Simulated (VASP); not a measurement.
OSZICAR of a VASP run on Re (hcp):

OSZICAR:
```
       N       E                     dE             d eps       ncg     rms          rms(c)
DAV:   1     0.266700282613E+02    0.26670E+02   -0.68298E+03  5439   0.155E+03
DAV:   2    -0.221951408343E+02   -0.48865E+02   -0.41954E+02  4875   0.344E+02
DAV:   3    -0.279283008470E+02   -0.57332E+01   -0.46534E+01  5142   0.226E+02
DAV:   4    -0.282374370129E+02   -0.30914E+00   -0.28465E+00  5268   0.278E+01
DAV:   5    -0.282468767215E+02   -0.94397E-02   -0.89823E-02  5407   0.278E+00    0.455E+01
DAV:   6    -0.271242698245E+02    0.11226E+01   -0.11338E+00  5572   0.320E+01    0.188E+01
DAV:   7    -0.267531532141E+02    0.37112E+00   -0.77581E-01  5757   0.255E+01    0.529E-01
DAV:   8    -0.267398235513E+02    0.13330E-01   -0.10064E-02  5782   0.108E+00    0.184E-01
DAV:   9    -0.267391339517E+02    0.68960E-03   -0.40375E-04  5506   0.186E-01    0.394E-02
DAV:  10    -0.267391291304E+02    0.48213E-05   -0.56038E-05  4850   0.756E-02    0.533E-03
DAV:  11    -0.267391289160E+02    0.21445E-06   -0.66882E-07  2982   0.199E-02
   1 F= -.26739129E+02 E0= -.26739371E+02  d E =-.267391E+02
```

### Question
Which electronic solver shows in the log?

### Answer
It is blocked Davidson (ALGO = Normal, or the opening steps of other solvers). The INCAR had ALGO = Normal.

### Question
Can the final energy be trusted as converged?

### Answer
The run converged. It stopped with EDIFF = 1E-6, NELM = 100, NSW = 40 and EDIFFG = -0.02 after 1 ionic step (PBEsol GGA, plane waves, VASP's PBE PAW potentials (set 64)).

The compound is Re in the hcp structure. It was relaxed first.
